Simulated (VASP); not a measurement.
Computed with TPSS meta-GGA, VASP's PBE PAW potentials (set 64) (plane waves; VASP 6.6.1).

Input for VASP

KPOINTS:
```
Automatic mesh
0
Gamma
10 10 5
0 0 0
```

INCAR:
```
! general
SYSTEM  = BN
PREC    = Accurate
ENCUT   = 520
LREAL   = .FALSE.
LASPH   = .TRUE.

! electronic loop
EDIFF   = 1E-7
NELM    = 100
ALGO    = Normal
LMIXTAU = .TRUE.

! smearing
ISMEAR  = 0
SIGMA   = 0.05

! functional
METAGGA = TPSS

! ions
IBRION  = 2
NSW     = 30
ISIF    = 4
EDIFFG  = -0.01

! output
LWAVE   = .FALSE.
LCHARG  = .FALSE.
```

File POSCAR:
```
BN
1
    1.2644937949    -2.1901677180     0.0000000000
    1.2644937949     2.1901677180     0.0000000000
    0.0000000000     0.0000000000     4.1823361673
B N
2 2
Direct
  0.6666670000   0.3333330000   0.5002844143
  0.3333330000   0.6666670000   0.0002844143
  0.6666670000   0.3333330000   0.8747155857
  0.3333330000   0.6666670000   0.3747155857
```

POTCAR, in this order: B N (PBE.64 set). Program: vasp_std.

Q: Estimate the energy per atom (σ→0).

A: 
```yaml
energy per atom (σ→0): -10.219 eV/atom
```

**OSZICAR**
```
...
DAV:   5    -0.408751942517E+02   -0.80788E-06   -0.30228E-07  1076   0.768E-03    0.674E-04
DAV:   6    -0.408751941518E+02    0.99922E-07   -0.53985E-08   576   0.296E-03
   2 F= -.40875194E+02 E0= -.40875194E+02  d E =0.381539E-05
       N       E                     dE             d eps       ncg     rms          rms(c)
DAV:   1    -0.408752002647E+02   -0.60130E-05   -0.90206E-04  1140   0.294E-01    0.539E-03
DAV:   2    -0.408752031068E+02   -0.28422E-05   -0.12526E-05  1252   0.362E-02    0.366E-03
DAV:   3    -0.408752031495E+02   -0.42656E-07   -0.88589E-07  1128   0.107E-02
   3 F= -.40875203E+02 E0= -.40875203E+02  d E =-.518232E-05
```

The compound is BN in the wurtzite structure, a metastable high-pressure form. This cell is one point of a volume scan, at 0.97 of the reference volume. Symmetry was kept, so distortions that lower it aren't found.
